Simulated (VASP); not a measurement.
Data:

```
P
1.0
    1.67608    -5.31368     0.00000
    1.67608     5.31368     0.00000
    0.00000     0.00000     4.46358
P
4
Cartesian
  1.67608   4.23288   4.10382
  1.67608   1.08080   1.87203
  1.67608  -1.08080   2.59156
  1.70870  -4.23288   0.35976
```

These are PBE GGA, VASP's PBE PAW potentials (set 64) (plane waves; VASP) values and carry that method's errors. Settings: 400 eV cut-off, 2×2×2 Γ-centred mesh, Gaussian smearing of 0.050 eV, potentials P.

**Question.** Which forces act on the atoms, in eV/Å?

**Answer.** 
```csv
atom,Fx,Fy,Fz
P1,0.013,0.433,-0.237
P2,0.338,-0.434,-0.222
P3,0.049,0.434,0.238
P4,-0.400,-0.433,0.222
```

**Question.** Give the stress tensor in GPa (positive for a compressed cell).

**Answer.** 
```
 6.62  -0.24   0.95
-0.24  -1.18   0.00
 0.95   0.00  -4.67
```
The pressure is its mean diagonal, 0.26 GPa.

The compound is P in the black structure. The cell was not relaxed at this level, atoms are displaced from their ideal sites. The k-mesh is coarse (spacing up to 0.98 per Å, 2π included), so the numbers may not be converged in it. The run is one of a series of settings (KPOINTS 2×2×2 Γ-centred mesh against the base run), some of them coarse on purpose.
